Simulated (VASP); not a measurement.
# CuRe12 (a cell with a defect) in VASP: further runs

One crystal, CuRe12 (a cell with a defect), is run at these levels: PBEsol; tasks: single point.

All numbers are computed with VASP 6.6.1; they aren't measurements. Logs are shortened: lines on timing, memory, paths and dates and some standing lists are left out, and cuts for length are marked.

**1. Starting point**

The cell holds a defect, 13 atoms: a = 5.520 Å, b = 8.280 Å, c = 4.457 Å, α = 90.00°, β = 90.00°, γ = 120.00°.

The cell was built by a generator and needn't be a form met in nature.

**2. Single point, PBEsol**

INCAR

```
SYSTEM = CuRe12
ALGO = Fast ; EDIFF = 1E-7
ENCUT = 520 ; GGA = PS
ISIF = 2 ; ISMEAR = -1
LASPH = .True. ; LCHARG = .True.
LELF = .True. ; LREAL = .False.
LVHAR = .True. ; LWAVE = .False.
NBANDS = 60 ; NELM = 100
PREC = Accurate ; SIGMA = 0.1
```

KPOINTS

```
k-points
0
Gamma
  3 2 3
  0 0 0
```

POSCAR

```
CuRe12
1.0
    5.5200000000      0.0000000000      0.0000000000
   -4.1400000000      7.1706900000      0.0000000000
    0.0000000000      0.0000000000      4.4574000000
Re Cu
12 1
Direct
    0.0017061940      0.0013178135     -0.0267853412
    0.1768523541      0.2275315396      0.4911982633
    0.0069591341      0.3336274598     -0.0057828572
    0.1346840529      0.5200177664      0.4785367989
   -0.0415905335      0.6450669478      0.0426375513
    0.1530319618      0.9042570587      0.4500247102
    0.5313728253      0.0345459267      0.0227097212
    0.6590843434      0.2209361870      0.5071226370
    0.4895719021      0.3276107517      0.0096409455
    0.6641247155      0.5536965646      0.5275071851
    0.5125793078      0.6513649152      0.0498349805
    0.7076760873      0.9096709654      0.4591140833
    0.3319524551      0.7775726037      0.7495888222
```

Potentials or basis: VASP PAW PBE potentials, release 64 (Re, Cu).

Launch:

```bash
cat potpaw_PBE.64/Re/POTCAR potpaw_PBE.64/Cu/POTCAR > POTCAR
mpirun -np 1 vasp_std > vasp.out
```

OUTCAR:

```text
SYSTEM = CuRe12
   EDIFF = 1E-7
   ENCUT = 520
   GGA = PS
   ISIF = 2
   ISMEAR = -1
   LASPH = .True.
   LREAL = .False.
   NELM = 100
   PREC = Accurate

 ion  position               nearest neighbor table
   1  0.002  0.001  0.973-   6 2.56  12 2.58  12 2.69   2 2.69   9 2.70   6 2.73   3 2.74   7 2.75
                             7 2.81   2 2.82  11 2.82   5 2.85
   2  0.177  0.228  0.491-   4 2.55  12 2.62   9 2.62   6 2.62   8 2.69   1 2.69  10 2.70   3 2.72
                             3 2.74   9 2.75   1 2.82   8 2.83
   3  0.007  0.334  0.994-   4 2.54   7 2.56   4 2.66   9 2.69   2 2.72  11 2.73   5 2.73   8 2.74
                             1 2.74   2 2.74   8 2.83   9 2.83
   4  0.135  0.520  0.479-  13 2.21   3 2.54   2 2.55   8 2.56   5 2.61  11 2.63   3 2.66  10 2.76
                            10 2.80   5 3.06  11 3.12   6 3.13  12 3.20
   5  0.958  0.645  0.043-  13 2.21  11 2.49  10 2.58   6 2.60   4 2.61   9 2.61  10 2.69   3 2.73
                             1 2.85  11 3.03   4 3.06   7 3.20   6 3.23
   6  0.153  0.904  0.450-  13 2.21  12 2.48   1 2.56   5 2.60   2 2.62   7 2.63   8 2.72   1 2.73
                            10 2.83  12 3.04   7 3.13   4 3.13   5 3.23
   7  0.531  0.035  0.023-  13 2.21   8 2.54   9 2.55   3 2.56  12 2.61   6 2.63   8 2.66   1 2.75
                             1 2.81  12 3.06  11 3.12   6 3.13   5 3.20
   8  0.659  0.221  0.507-   7 2.54   4 2.56   7 2.66   2 2.69   9 2.72   6 2.72  12 2.73   3 2.74
                             9 2.74  10 2.74   3 2.83   2 2.83
   9  0.490  0.328  0.010-   7 2.55   5 2.61   2 2.62  11 2.63   3 2.69  10 2.69   1 2.70   8 2.72
                             8 2.74   2 2.75  10 2.82   3 2.83
  10  0.664  0.554  0.528-  11 2.56   5 2.58   9 2.69   5 2.69   2 2.70  11 2.73   8 2.74   4 2.76
                             4 2.80   9 2.82   6 2.83  12 2.85
  11  0.513  0.651  0.050-  13 2.22   5 2.49  10 2.56  12 2.60   9 2.63   4 2.63   3 2.73  10 2.73
                             1 2.82   5 3.03   4 3.12   7 3.12  12 3.22
  12  0.708  0.910  0.459-  13 2.21   6 2.48   1 2.58  11 2.60   7 2.61   2 2.62   1 2.69   8 2.73
                            10 2.85   6 3.04   7 3.06   4 3.20  11 3.22
  13  0.332  0.778  0.750-   4 2.21   7 2.21   6 2.21   5 2.21  12 2.21  11 2.22

  LATTYP: Found a simple monoclinic cell.
 ALAT       =     5.5200000000
 B/A-ratio  =     0.8075000000
 C/A-ratio  =     1.3228755945
 COS(beta)  =    -0.1889822452

  Lattice vectors:

 A1 = (   5.5200000000,   0.0000000000,   0.0000000000)
 A2 = (   0.0000000000,   0.0000000000,   4.4574000000)
 A3 = (  -1.3800000000,  -7.1706900000,   0.0000000000)

Analysis of symmetry for initial positions (statically):
=====================================================================
 Subroutine PRICEL returns:
 Original cell was already a primitive cell.

 Routine SETGRP: Setting up the symmetry group for a
 simple monoclinic supercell.

 Subroutine GETGRP returns: Found  1 space group operations
 (whereof  1 operations were pure point group operations)
 out of a pool of  4 trial point group operations.

The static configuration has the point symmetry C_1 .

Analysis of symmetry for dynamics (positions and initial velocities):
=====================================================================
 Subroutine PRICEL returns:
 Original cell was already a primitive cell.

 Routine SETGRP: Setting up the symmetry group for a
 simple monoclinic supercell.

 Subroutine GETGRP returns: Found  1 space group operations
 (whereof  1 operations were pure point group operations)
 out of a pool of  4 trial point group operations.

The dynamic configuration has the point symmetry C_1 .

 Subroutine INISYM returns: Found  1 space group operations
 (whereof  1 operations are pure point group operations),
 and found     1 'primitive' translations

----------------------------------------------------------------------------------------

                                     Primitive cell

  volume of cell :     176.4337

  direct lattice vectors                    reciprocal lattice vectors
     5.520000000  0.000000000  0.000000000     0.181159420  0.104592445  0.000000000
    -4.140000000  7.170690000  0.000000000     0.000000000  0.139456593  0.000000000
     0.000000000  0.000000000  4.457400000     0.000000000  0.000000000  0.224346031

  length of vectors
     5.520000000  8.279999703  4.457400000     0.209184883  0.139456593  0.224346031
[... 70 lines left out ...]
 -----------------------------------------------------------------------------

 Subroutine IBZKPT returns following result:
 ===========================================

 Found     10 irreducible k-points:

 Following reciprocal coordinates:
            Coordinates               Weight
  0.000000  0.000000  0.000000      1.000000
  0.333333  0.000000  0.000000      2.000000
  0.000000  0.500000  0.000000      1.000000
  0.333333  0.500000  0.000000      2.000000
  0.000000  0.000000  0.333333      2.000000
  0.333333  0.000000  0.333333      2.000000
 -0.333333  0.000000  0.333333      2.000000
  0.000000  0.500000  0.333333      2.000000
  0.333333  0.500000  0.333333      2.000000
 -0.333333  0.500000  0.333333      2.000000
   k-points           NKPTS =     10   k-points in BZ     NKDIM =     10   number of bands    NBANDS=     60
   number of dos      NEDOS =    301   number of ions     NIONS =     13
   total plane-waves  NPLWV =  96768
   dimension x,y,z NGX =    42 NGY =   64 NGZ =   36
   dimension x,y,z NGXF=    84 NGYF=  128 NGZF=   72
   ions per type =              12   1
   NGX,Y,Z   is equivalent  to a cutoff of  12.65, 12.85, 13.43 a.u.
   NGXF,Y,Z  is equivalent  to a cutoff of  25.30, 25.70, 26.85 a.u.
 SYSTEM =  CuRe12
   PREC   = accura    normal or accurate (medium, high low for compatibility)
   ISTART =      0    job   : 0-new  1-cont  2-samecut
   ICHARG =      2    charge: 1-file 2-atom 10-const
   ISPIN  =      1    spin polarized calculation?
   LNONCOLLINEAR =      F non collinear calculations
   LSORBIT =      F    spin-orbit coupling
   LASPH  =      T    aspherical Exc in radial PAW
   ENCUT  =  520.0 eV  38.22 Ry    6.18 a.u.  10.26 15.40  8.29*2*pi/ulx,y,z
   NELM   =    100;   NELMIN=  2; NELMDL= -5     # of ELM steps
   EDIFF  = 0.1E-06   stopping-criterion for ELM
   LREAL  =      F    real-space projection
   EDIFFG = 0.1E-05   stopping-criterion for IOM
   NSW    =      0    number of steps for IOM
   IBRION =     -1    ionic relax: 0-MD 1-quasi-New 2-CG
   NFREE  =      0    steps in history (QN), initial steepest desc. (CG)
   ISIF   =      2    stress and relaxation
   ISYM   =      2    0-nonsym 1-usesym 2-fastsym
   POTIM  = 0.5000    time-step for ionic-motion
   TEBEG  =    0.0;   TEEND  =   0.0 temperature during run
   PSTRESS=    0.0 pullay stress
   NELECT =      95.0000    total number of electrons
   NUPDOWN=      -1.0000    fix difference up-down
   EMIN   =  10.00;   EMAX   =-10.00  energy-range for DOS
   EFERMI =   0.00;   METHOD = LEGACY
   ISMEAR =    -1;   SIGMA  =   0.10  broadening in eV -4-tet -1-fermi 0-gaus
   EFERMI_NEDOS =   21; number of points for ismear=-14 and -15
   IALGO  =     68    algorithm
   IMIX   =      4    mixing-type and parameters
     AMIX     =   0.40;   BMIX     =  1.00
     AMIX_MAG =   1.60;   BMIX_MAG =  1.00
  volume/ion in A,a.u.               =      13.57        91.59
  Fermi-wavevector in a.u.,A,eV,Ry     =   1.331851  2.516833 24.134366  1.773826
  Thomas-Fermi vector in A             =   2.460830
   LORBIT       =      0    0 simple, 1 ext, 2 COOP (PROOUT), +10 PAW based schemes
   GGA     = PS    functional components
   LHFCALC =     F    Hartree Fock is set to
   AEXX    =    0.0000 exact exchange contribution
   IVDW    =     0    specifies the selected vdW correction
   LEPSILON=     F    determine dielectric tensor
   LRPA    =     F    only Hartree local field effects (RPA)
 non-spin polarized calculation
 RMM-DIIS sequential band-by-band and
  energy-cutoff  :      520.00
  volume of cell :      176.43
 maximum number of plane-waves:      4763
 NGX is ok and might be reduce to    42
   NGX = 21   NGY = 31   NGZ = 17

 number of electron      95.0000014 magnetization

 Free energy of the ion-electron system (eV)
  ---------------------------------------------------
  ext. energy  EPLUGINS =         0.00000000
  ---------------------------------------------------
  free energy    TOTEN  =      -157.74089065 eV

  energy without entropy =     -157.46393781  energy(sigma->0) =     -157.60241423

 E-fermi :   8.6417     XC(G=0): -14.0993

 val. band max:        8.6285900739   @ k =  -0.3333   0.0000   0.3333
 cond. band min:       8.7101739996   @ k =  -0.3333   0.5000   0.3333
 fundamental gap:      0.0815839257
 Fermi energy:         8.6416658965

 k-point     1 :       0.0000    0.0000    0.0000
  band No.  band energies     occupation
      1      -1.7862      2.00000
      2       1.2614      2.00000
      3       1.4835      2.00000
      4       1.6495      2.00000
      5       1.6699      2.00000
      6       1.9395      2.00000
[... 609 lines left out ...]
     58      10.8852      0.00000
     59      11.2589      0.00000
 [bands above 59 left out]

------------------------ aborting loop because EDIFF is reached ----------------------------------------

  FORCE on cell =-STRESS in cart. coord.  units (eV):
  Direction    XX          YY          ZZ          XY          YZ          ZX
  --------------------------------------------------------------------------------------
  -------------------------------------------------------------------------------------
  Total       38.8348320     41.5975560     36.7461240      0.4601937     -3.3622625      1.3437610
  in kB      352.6552709    377.7432938    333.6879196      4.1789735    -30.5323730     12.2025605
  external PRESSURE =     354.6954948 kB  Pullay stress =       0.0000000 kB

 VOLUME and BASIS-vectors are now :
 -----------------------------------------------------------------------------
  energy-cutoff  :      520.00
  volume of cell :      176.43
      direct lattice vectors                 reciprocal lattice vectors
     5.520000000  0.000000000  0.000000000     0.181159420  0.104592445  0.000000000
    -4.140000000  7.170690000  0.000000000     0.000000000  0.139456593  0.000000000
     0.000000000  0.000000000  4.457400000     0.000000000  0.000000000  0.224346031

 POSITION                                       TOTAL-FORCE (eV/Angst)
 -----------------------------------------------------------------------------------
      0.00396      0.00945      4.33801         0.031006     -0.023829     -0.000716
      0.03424      1.63156      2.18947        -0.078928     -0.008045     -0.018069
     -1.34280      2.39234      4.43162        -0.071062      0.051150      0.008676
     -1.40942      3.72889      2.13303         0.001466     -0.009544     -0.009936
      2.61984      4.62558      0.19005        -0.096091      0.040987      0.017855
     -2.89889      6.48415      2.00594         0.004984     -0.031767     -0.007793
      2.79016      0.24772      0.10123         0.013546      0.016645     -0.005117
      2.72347      1.58426      2.26045         0.051348     -0.004866     -0.019850
      1.34613      2.34920      0.04297         0.074806      0.008691      0.024613
      1.37366      3.97039      2.35131        -0.020553      0.028189      0.004622
      0.13279      4.67074      0.22213         0.055228     -0.007508      0.007295
      0.14033      6.52297      2.04646         0.037786     -0.064753     -0.015648
     -1.38677      5.57573      3.34122        -0.003537      0.004650      0.014067
 -----------------------------------------------------------------------------------
    total drift:                                0.000564     -0.000479      0.000304

  FREE ENERGIE OF THE ION-ELECTRON SYSTEM (eV)
  ---------------------------------------------------
  free  energy   TOTEN  =      -157.7408906452 eV

  energy  without entropy=     -157.4639378064  energy(sigma->0) =     -157.60241423
```

Wall time 16 min (1 thread of AMD EPYC 7R43 (Zen 3), shared host); peak memory 0.34 GiB.

Results:

```yaml
Free_energy: -157.7409 eV
Pressure: 35.5 GPa
Largest_force: 0.106 eV/Å
Band_gap_on_the_k_mesh: none (metal or under the smearing width)
```

Forces in eV/Å, atoms in the order of the input:
```
Re   0.031 -0.024 -0.001
Re  -0.079 -0.008 -0.018
Re  -0.071  0.051  0.009
Re   0.001 -0.010 -0.010
Re  -0.096  0.041  0.018
Re   0.005 -0.032 -0.008
Re   0.014  0.017 -0.005
Re   0.051 -0.005 -0.020
Re   0.075  0.009  0.025
Re  -0.021  0.028  0.005
Re   0.055 -0.008  0.007
Re   0.038 -0.065 -0.016
Cu  -0.004  0.005  0.014
```

Stress tensor (GPa, compression positive):
```
35.27  0.42  1.22
 0.42 37.77 -3.05
 1.22 -3.05 33.37
```

Caveat: the k mesh is coarse (spacing up to 0.47 Å⁻¹), so the values aren't converged; a pressure of tens of GPa on the cell as given is suspect, and the run, the potentials or the cell itself is likely at fault; the PAW data sets were made with another functional, which shifts forces and pressure a little.

**3. Single point, PBEsol**

INCAR

```
  ALGO = Fast
  EDIFF = 1E-7
  ENCUT = 520
  GGA = PS
  ISIF = 2
  ISMEAR = -1
  LASPH = T
  LCHARG = F
  LREAL = F
  LWAVE = F
  NBANDS = 60
  NELM = 100
  PREC = Accurate
  SIGMA = 0.1
```

KPOINTS

```
k-points
0
Gamma
  3 2 3
```

POSCAR

```
CuRe12
1.0
    5.5200000000      0.0000000000      0.0000000000
   -4.1400000000      7.1706900000      0.0000000000
    0.0000000000      0.0000000000      4.4574000000
Re Cu
12 1
Direct
   -0.0202909838     -0.0095667223     -0.0463723247
    0.1561265806      0.2208016244      0.5189572396
    0.0217249050      0.3409713710      0.0118230359
    0.1842735899      0.5454565739      0.4907120743
   -0.0851709964      0.6058831159      0.0475164894
    0.1545242170      0.9104284246      0.4035536411
    0.5888262175      0.0519615267      0.0235114641
    0.6735328791      0.2314979451      0.5346838964
    0.4817988268      0.3260216241      0.0273477812
    0.6566176534      0.5457075958      0.5196751469
    0.5012688248      0.6591555345     -0.0027145870
    0.6969375741      0.8873901954      0.4757481940
    0.2906075040      0.8184428556      0.7535783192
```

Potentials or basis: VASP PAW PBE potentials, release 64 (Re, Cu).

Launch:

```bash
cat potpaw_PBE.64/Re/POTCAR potpaw_PBE.64/Cu/POTCAR > POTCAR
mpirun -np 1 vasp_std > vasp.out
```

It took 22 min on 1 thread of AMD EPYC 7R43 (Zen 3), shared host; peak memory 0.35 GiB.

It converged, with:

- Free energy: -156.8119 eV
- Pressure: 38.7 GPa
- Largest force: 4.518 eV/Å
- Band gap on the k mesh: none (metal or under the smearing width)

Forces on the atoms (eV/Å):
```
Re   2.124 -0.258  0.634
Re   0.696  0.879 -0.857
Re   0.403  0.374 -0.490
Re  -1.129 -0.559  0.093
Re   2.657  3.507 -1.027
Re  -0.846  1.137 -3.704
Re  -0.889 -1.067  1.987
Re  -0.225 -0.492 -0.713
Re  -0.377 -2.032 -0.498
Re   0.125  0.618  0.240
Re  -0.614  0.359  1.452
Re  -1.740 -0.289 -0.590
Cu  -0.185 -2.178  3.472
```

Stress tensor (GPa, compression positive):
```
39.41  2.85  5.49
 2.85 38.87 -1.69
 5.49 -1.69 37.85
```

Levels at points of the mesh, in eV from the Fermi level:
| k point | band 45 | band 46 | band 47 | band 48 | band 49 | band 50 | band 51 | band 52 |
| --- | --- | --- | --- | --- | --- | --- | --- | --- |
| (0.00, 0.00, 0.00) | -0.65 | -0.47 | -0.39 | 0.09 | 0.21 | 0.41 | 0.52 | 0.76 |
| (0.00, 0.50, 0.00) | -0.70 | -0.51 | -0.41 | -0.25 | -0.07 | 0.05 | 0.18 | 0.39 |

Caveat: the k mesh is coarse (spacing up to 0.47 Å⁻¹), so the values aren't converged; a pressure of tens of GPa on the cell as given is suspect, and the run, the potentials or the cell itself is likely at fault; the PAW data sets were made with another functional, which shifts forces and pressure a little. Spin-orbit coupling is left out, which matters for the levels of Re.

**4. Single point, PBEsol**

INCAR

```
SYSTEM = CuRe12
PREC     = Accurate       ! precision mode
ENCUT    = 520            ! plane-wave cutoff, eV
EDIFF    = 1E-7           ! SCF threshold, eV
ISMEAR   = -1             ! smearing method
SIGMA    = 0.1            ! smearing width, eV
LREAL    = .FALSE.        ! projectors in reciprocal space
LASPH    = .TRUE.         ! aspherical terms in the spheres
NELM     = 100            ! most SCF steps
ALGO     = Fast           ! electronic algorithm
ISIF     = 2              ! what is computed and relaxed
LWAVE    = .FALSE.        ! write WAVECAR
LCHARG   = .FALSE.        ! write CHGCAR
GGA      = PS             ! functional
NBANDS   = 60             ! bands
```

KPOINTS

```
Automatic mesh
0
G
  3 2 3
  0 0 0
```

POSCAR

```
CuRe12
1.0
    5.5200000000      0.0000000000      0.0000000000
   -4.1400000000      7.1706900000      0.0000000000
    0.0000000000      0.0000000000      4.4574000000
Re Cu
12 1
Direct
    0.0037346821     -0.0188126945     -0.0956387132
    0.1819582154      0.2390843838      0.4895454749
    0.0413268793      0.3494503318     -0.0078072419
    0.1567114134      0.5552045898      0.5103872213
   -0.0927903425      0.5917143260      0.0734284561
    0.1766107700      0.9162298189      0.3594696460
    0.6313444267      0.0496186559      0.0748867053
    0.6572319476      0.2188213408      0.5334724279
    0.4598466836      0.3000129695      0.0002692152
    0.6771179446      0.5633070179      0.5403374164
    0.5075279733      0.6731290852      0.0231973796
    0.6173323655      0.8680615115      0.4865841073
    0.2677243005      0.8473522074      0.8011845470
```

Launch:

```bash
cat potpaw_PBE.64/Re/POTCAR potpaw_PBE.64/Cu/POTCAR > POTCAR
mpirun -np 1 vasp_std > vasp.out
```

Wall time 23 min (1 thread of AMD EPYC 7R43 (Zen 3), shared host); peak memory 0.34 GiB.

It converged, with:

```yaml
Free_energy: -156.8430 eV
Pressure: 38.9 GPa
Largest_force: 4.142 eV/Å
Band_gap_on_the_k_mesh: none (metal or under the smearing width)
```

Forces in eV/Å, atoms in the order of the input:
```
Re  -2.318  0.926 -0.176
Re  -0.807 -1.040  0.450
Re  -0.011 -0.177 -0.507
Re   0.816 -0.447  0.406
Re   0.565  1.734 -2.338
Re  -2.370 -0.252 -1.595
Re   0.231  1.083 -2.056
Re   0.270  1.278  0.848
Re   1.251  1.180  0.555
Re  -1.543 -0.244  0.999
Re  -0.626 -0.704 -0.509
Re   3.883 -0.142  1.434
Cu   0.658 -3.195  2.490
```

Stress tensor (GPa, compression positive):
```
41.35  0.95  1.79
 0.95 31.92 -3.11
 1.79 -3.11 43.49
```

Levels at points of the mesh, in eV from the Fermi level:
| k point | band 46 | band 47 | band 48 | band 49 | band 50 | band 51 |
| --- | --- | --- | --- | --- | --- | --- |
| (0.00, 0.00, 0.00) | -0.52 | -0.26 | -0.03 | 0.19 | 0.28 | 0.73 |
| (0.00, 0.50, 0.00) | -0.55 | -0.28 | -0.10 | 0.03 | 0.15 | 0.44 |

Caveat: the k mesh is coarse (spacing up to 0.47 Å⁻¹), so the values aren't converged; a pressure of tens of GPa on the cell as given is suspect, and the run, the potentials or the cell itself is likely at fault; the PAW data sets were made with another functional, which shifts forces and pressure a little. The run has no spin-orbit coupling, so splittings on Re are missing.
